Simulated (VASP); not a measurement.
Method: PBE GGA, VASP's PBE PAW potentials (set 64) (plane waves; VASP).

Input for VASP

### KPOINTS
```
Automatic mesh
0
Gamma
3 3 2
0 0 0
```

**POSCAR**
```
PW
1
    1.9171090000    -5.0660280000     0.0000000000
    1.9171090000     5.0660280000     0.0000000000
    0.0000000000     0.0000000000     3.7780850000
P W
2 2
Direct
  0.5640000000   0.4360000000   0.2500000000
  0.4360000000   0.5640000000   0.7500000000
  0.8547500000   0.1452500000   0.2500000000
  0.1452500000   0.8547500000   0.7500000000
```

INCAR:
```
# general
SYSTEM  = PW
PREC    = Accurate
ENCUT   = 400   # plane-wave cut-off (eV)
LREAL   = .FALSE.   # projection in real space or not
LASPH   = .TRUE.

# electronic loop
EDIFF   = 1E-6
NELM    = 100
ALGO    = Normal   # blocked Davidson
LMAXMIX = 6

# smearing
ISMEAR  = 0
SIGMA   = 0.05   # width (eV)

# functional
GGA     = PE

# ions
ISIF    = 2   # forces and stress, cell fixed

# output
LWAVE   = .FALSE.
LCHARG  = .FALSE.
```

POTCAR, in this order: P W_sv (PBE.64 set). Program: vasp_std.

Output

**OSZICAR**
```
       N       E                     dE             d eps       ncg     rms          rms(c)
DAV:   1     0.324131722412E+03    0.32413E+03   -0.19471E+04   424   0.142E+03
DAV:   2    -0.164329724864E+02   -0.34056E+03   -0.33635E+03   396   0.425E+02
DAV:   3    -0.338052032992E+02   -0.17372E+02   -0.16766E+02   489   0.817E+01
DAV:   4    -0.344715743439E+02   -0.66637E+00   -0.64424E+00   459   0.136E+01
DAV:   5    -0.345019062726E+02   -0.30332E-01   -0.30223E-01   522   0.232E+00    0.183E+01
DAV:   6    -0.321389279695E+02    0.23630E+01   -0.25759E+01   482   0.235E+01    0.575E+00
DAV:   7    -0.318130106980E+02    0.32592E+00   -0.26209E+00   455   0.683E+00    0.372E+00
DAV:   8    -0.317709909730E+02    0.42020E-01   -0.25407E-01   460   0.276E+00    0.482E-01
DAV:   9    -0.317683735863E+02    0.26174E-02   -0.19455E-02   532   0.684E-01    0.237E-01
DAV:  10    -0.317683371987E+02    0.36388E-04   -0.13036E-03   447   0.295E-01    0.768E-02
DAV:  11    -0.317683630240E+02   -0.25825E-04   -0.92111E-05   531   0.857E-02    0.244E-02
DAV:  12    -0.317683677227E+02   -0.46987E-05   -0.11184E-05   455   0.229E-02    0.687E-03
DAV:  13    -0.317683669833E+02    0.73942E-06   -0.16933E-06   275   0.119E-02
   1 F= -.31768367E+02 E0= -.31766703E+02  d E =-.332754E-02
```

OUTCAR:
```
------------------------ aborting loop because EDIFF is reached ----------------------------------------
  FORCE on cell =-STRESS in cart. coord.  units (eV):
  Direction    XX          YY          ZZ          XY          YZ          ZX
  --------------------------------------------------------------------------------------
  Total      -12.4240878    -15.8948623    -11.4494877      0.0000000      0.0000000      0.0000000
  in kB     -271.2432775   -347.0173904   -249.9657614      0.0000000      0.0000000      0.0000000
  external PRESSURE =    -289.4088098 kB  Pullay stress =       0.0000000 kB
  volume of cell :       73.39
      direct lattice vectors                 reciprocal lattice vectors
     1.917109000 -5.066028000  0.000000000     0.260809375 -0.098696651  0.000000000
     1.917109000  5.066028000  0.000000000     0.260809375  0.098696651  0.000000000
     0.000000000  0.000000000  3.778085000     0.000000000  0.000000000  0.264684357
 POSITION                                       TOTAL-FORCE (eV/Angst)
 -----------------------------------------------------------------------------------
      1.91711     -0.64845      0.94452         0.000000     -2.204378      0.000000
      1.91711      0.64845      2.83356         0.000000      2.204378      0.000000
      1.91711     -3.59435      0.94452         0.000000      0.050601      0.000000
      1.91711      3.59435      2.83356         0.000000     -0.050601      0.000000
 -----------------------------------------------------------------------------------
    total drift:                                0.000000     -0.000000     -0.000000
  FREE ENERGIE OF THE ION-ELECTRON SYSTEM (eV)
  ---------------------------------------------------
  free  energy   TOTEN  =       -31.7683669833 eV

  energy  without entropy=      -31.7650394459  energy(sigma->0) =      -31.76670321
```
(Selected blocks of OUTCAR.)

**OUTCAR**
```
 val. band max:        8.5069001630   @ k =   0.3333   0.0000   0.5000

 cond. band min:       8.6133608035   @ k =   0.0000   0.0000   0.0000


 Fermi energy:         8.5753784883

 k-point     1 :       0.0000    0.0000    0.0000
  band No.  band energies     occupation
      1     -66.2777      2.00000
      2     -66.2711      2.00000
      3     -30.5646      2.00000
      4     -30.5089      2.00000
      5     -30.3446      2.00000
      6     -30.3224      2.00000
      7     -30.2889      2.00000
      8     -30.2410      2.00000
      9      -6.1334      2.00000
     10      -0.6897      2.00000
     11       2.9455      2.00000
     12       3.2050      2.00000
     13       3.6464      2.00000
     14       4.5995      2.00000
     15       6.4842      2.00000
     16       7.4471      2.00000
     17       7.5249      2.00000
     18       7.9174      2.00000
     19       8.1639      2.00000
     20       8.3222      2.00000
     21       8.6134      0.28269
     22       8.6276      0.13944
     23       9.3559      0.00000

 k-point     2 :       0.3333    0.0000    0.0000
  band No.  band energies     occupation
      1     -66.2759      2.00000
      2     -66.2722      2.00000
      3     -30.5507      2.00000
      4     -30.5195      2.00000
      5     -30.3480      2.00000
      6     -30.3420      2.00000
      7     -30.2936      2.00000
      8     -30.2483      2.00000
      9      -5.5960      2.00000
     10      -0.1761      2.00000
     11       1.2900      2.00000
     12       2.7235      2.00000
     13       4.0238      2.00000
     14       4.6662      2.00000
     15       5.8263      2.00000
     16       6.2807      2.00000
     17       7.0805      2.00000
     18       7.2266      2.00000
     19       8.1794      2.00000
     20       8.3265      2.00000
     21       9.3804      0.00000
     22       9.4997      0.00000
     23      10.1622      0.00000

 k-point     3 :       0.3333    0.3333    0.0000
...
```

Unless said otherwise, spin-orbit coupling is left out, though it shifts the bands of the heavy elements here.

The structure was generated: PW was put into the CrB type (Cmcm), which need not be its known phase. The cell was not relaxed at this level. The k-mesh is coarse (spacing up to 0.83 per Å, 2π included), so the numbers may not be converged in it. The run is one of a series of settings (KPOINTS 3×3×2 Γ-centred mesh against the base run), some of them coarse on purpose.
